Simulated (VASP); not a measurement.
Output of a VASP run:

**OUTCAR**
```
 ion  position               nearest neighbor table
   1  0.333  0.667  0.250-   2 3.49   2 3.49   2 3.49   2 3.49   2 3.49   2 3.49
   2  0.667  0.333  0.750-   1 3.49   1 3.49   1 3.49   1 3.49   1 3.49   1 3.49
  LATTYP: Found a hexagonal cell.
 ALAT       =     3.6318831003
 C/A-ratio  =     1.5370253797
 Subroutine PRICEL returns:
 Original cell was already a primitive cell.
 Subroutine GETGRP returns: Found 24 space group operations
The static configuration has the point symmetry D_3d.
 The point group associated with its full space group is D_6h.
The dynamic configuration has the point symmetry D_3d.
 Subroutine INISYM returns: Found 24 space group operations
 Subroutine IBZKPT returns following result:
 Found     56 irreducible k-points:

 Following reciprocal coordinates:
            Coordinates               Weight
  0.000000  0.000000  0.000000      1.000000
  0.100000  0.000000  0.000000      6.000000
  0.200000  0.000000  0.000000      6.000000
  0.300000  0.000000  0.000000      6.000000
  0.400000  0.000000  0.000000      6.000000
  0.500000  0.000000  0.000000      3.000000
  0.100000  0.100000  0.000000      6.000000
  0.200000  0.100000  0.000000     12.000000
  0.300000  0.100000  0.000000     12.000000
  0.400000  0.100000  0.000000     12.000000
  0.200000  0.200000  0.000000      6.000000
  0.300000  0.200000  0.000000     12.000000
  0.400000  0.200000  0.000000      6.000000
  0.300000  0.300000  0.000000      6.000000
  0.000000  0.000000  0.166667      2.000000
  0.100000  0.000000  0.166667     12.000000
  0.200000  0.000000  0.166667     12.000000
  0.300000  0.000000  0.166667     12.000000
  0.400000  0.000000  0.166667     12.000000
  0.500000  0.000000  0.166667      6.000000
  0.100000  0.100000  0.166667     12.000000
  0.200000  0.100000  0.166667     24.000000
  0.300000  0.100000  0.166667     24.000000
  0.400000  0.100000  0.166667     24.000000
  0.200000  0.200000  0.166667     12.000000
  0.300000  0.200000  0.166667     24.000000
  0.400000  0.200000  0.166667     12.000000
  0.300000  0.300000  0.166667     12.000000
  0.000000  0.000000  0.333333      2.000000
  0.100000  0.000000  0.333333     12.000000
  0.200000  0.000000  0.333333     12.000000
  0.300000  0.000000  0.333333     12.000000
  0.400000  0.000000  0.333333     12.000000
  0.500000  0.000000  0.333333      6.000000
  0.100000  0.100000  0.333333     12.000000
  0.200000  0.100000  0.333333     24.000000
  0.300000  0.100000  0.333333     24.000000
  0.400000  0.100000  0.333333     24.000000
  0.200000  0.200000  0.333333     12.000000
  0.300000  0.200000  0.333333     24.000000
   k-points           NKPTS =     56   k-points in BZ     NKDIM =     56   number of bands    NBANDS=     15
   number of dos      NEDOS =    301   number of ions     NIONS =      2
   total plane-waves  NPLWV =  32928
   dimension x,y,z NGX =    28 NGY =   28 NGZ =   42
   dimension x,y,z NGXF=    56 NGYF=   56 NGZF=   84
   ions per type =               2
   PREC   = accura    normal or accurate (medium, high low for compatibility)
   ISTART =      0    job   : 0-new  1-cont  2-samecut
   ICHARG =      2    charge: 1-file 2-atom 10-const
   ISPIN  =      1    spin polarized calculation?
   LNONCOLLINEAR =      F non collinear calculations
   LSORBIT =      F    spin-orbit coupling
   INIWAV =      1    electr: 0-lowe 1-rand  2-diag
   ENCUT  =  520.0 eV  38.22 Ry    6.18 a.u.   6.75  6.75 10.38*2*pi/ulx,y,z
   NELM   =    100;   NELMIN=  2; NELMDL= -5     # of ELM steps
   EDIFF  = 0.1E-05   stopping-criterion for ELM
   LREAL  =      F    real-space projection
   NLSPLINE    = F    spline interpolate recip. space projectors
   LMAXMIX     =    4 max onsite mixed and CHGCAR
   VOSKOWN=      0    Vosko Wilk Nusair interpolation
   EDIFFG = -.1E-01   stopping-criterion for IOM
   NSW    =     60    number of steps for IOM
...
```

File OSZICAR:
```
       N       E                     dE             d eps       ncg     rms          rms(c)
DAV:   1     0.925651674535E+02    0.92565E+02   -0.11609E+04  1680   0.140E+03
DAV:   2    -0.625007223282E+00   -0.93190E+02   -0.92323E+02  2093   0.287E+02
DAV:   3    -0.793497159888E+01   -0.73100E+01   -0.72367E+01  3218   0.480E+01
DAV:   4    -0.806991169714E+01   -0.13494E+00   -0.13489E+00  1848   0.761E+00
DAV:   5    -0.807353507532E+01   -0.36234E-02   -0.36231E-02  2563   0.941E-01    0.335E+01
DAV:   6    -0.781332428004E+01    0.26021E+00   -0.36170E-01  1694   0.436E+00    0.207E+01
DAV:   7    -0.778121685733E+01    0.32107E-01   -0.67658E-01  2025   0.562E+00    0.172E+00
DAV:   8    -0.777330243750E+01    0.79144E-02   -0.14203E-01  2009   0.246E+00    0.112E+00
DAV:   9    -0.777242719475E+01    0.87524E-03   -0.29317E-03  2400   0.395E-01    0.286E-01
DAV:  10    -0.777246504683E+01   -0.37852E-04   -0.13545E-03  1799   0.376E-01    0.269E-01
DAV:  11    -0.777243254551E+01    0.32501E-04   -0.86967E-05  2026   0.843E-02    0.762E-02
DAV:  12    -0.777243312060E+01   -0.57510E-06   -0.15077E-05  1960   0.383E-02    0.121E-02
DAV:  13    -0.777243455170E+01   -0.14311E-05   -0.20016E-06  1463   0.981E-03    0.305E-03
DAV:  14    -0.777243466620E+01   -0.11449E-06   -0.13252E-07  1029   0.401E-03
   1 F= -.77724347E+01 E0= -.77733886E+01  d E =-.777243E+01
```

**OUTCAR**
```
------------------------ aborting loop because EDIFF is reached ----------------------------------------
  FORCE on cell =-STRESS in cart. coord.  units (eV):
  Direction    XX          YY          ZZ          XY          YZ          ZX
  --------------------------------------------------------------------------------------
  Total       -0.0082783     -0.0082783      0.0106006      0.0000000      0.0000000      0.0000000
  in kB       -0.2079908     -0.2079909      0.2663377      0.0000000      0.0000000      0.0000000
  external PRESSURE =      -0.0498813 kB  Pullay stress =       0.0000000 kB
  volume of cell :       63.77
      direct lattice vectors                 reciprocal lattice vectors
     1.815941432 -3.145303096  0.000000000     0.275339276 -0.158967192  0.000000000
     1.815941432  3.145303096  0.000000000     0.275339276  0.158967192  0.000000000
     0.000000000  0.000000000  5.582296501     0.000000000  0.000000000  0.179137744
 POSITION                                       TOTAL-FORCE (eV/Angst)
 -----------------------------------------------------------------------------------
      1.81594      1.04844      1.39557        -0.000000     -0.000000      0.000000
      1.81594     -1.04844      4.18672         0.000000      0.000000      0.000000
 -----------------------------------------------------------------------------------
    total drift:                               -0.000066      0.000518     -0.000009
  FREE ENERGIE OF THE ION-ELECTRON SYSTEM (eV)
  ---------------------------------------------------
  free  energy   TOTEN  =        -7.7724346662 eV

  energy  without entropy=       -7.7752963695  energy(sigma->0) =       -7.77338857

 reached required accuracy - stopping structural energy minimisation
```
(Selected blocks of OUTCAR.)

File POSCAR:
```
Y
1
    1.8159414324    -3.1453030964     0.0000000000
    1.8159414324     3.1453030964    -0.0000000000
    0.0000000000     0.0000000000     5.5822965011
Y
2
Direct
  0.3333330000   0.6666670000   0.2500000000
  0.6666670000   0.3333330000   0.7500000000
```

**Question.** Write an INCAR and KPOINTS that could have produced this output.

**Answer.** One answer among several that fit: the input of the run itself, optB88-vdW, plane waves, VASP's PBE PAW potentials (set 64).

### KPOINTS
```
Automatic mesh
0
Gamma
10 10 6
0 0 0
```

INCAR:
```
ISMEAR=1
ISIF=3   # ions, shape and volume
ENCUT=520
SYSTEM=Y
LMAXMIX=4   # l cut-off of mixed one-centre charges
ALGO=Normal   # blocked Davidson
NSW=60
AGGAC=0.0
LREAL=.False.   # projection in real space or not
NELM=100
LWAVE=.False.
GGA=BO
PREC=Accurate
LCHARG=.False.
EDIFFG=-0.01
PARAM1=0.1833333333
IBRION=2   # conjugate gradients
SIGMA=0.1   # width (eV)
EDIFF=1E-6   # SCF stop (eV)
LUSE_VDW=.True.
LASPH=.True.   # aspherical one-centre terms
PARAM2=0.22
```

POTCAR, in this order: Y_sv (PBE.64 set). Program: vasp_std.

The compound is Y in the hcp structure. It was relaxed first. The start is the result of an earlier pass.
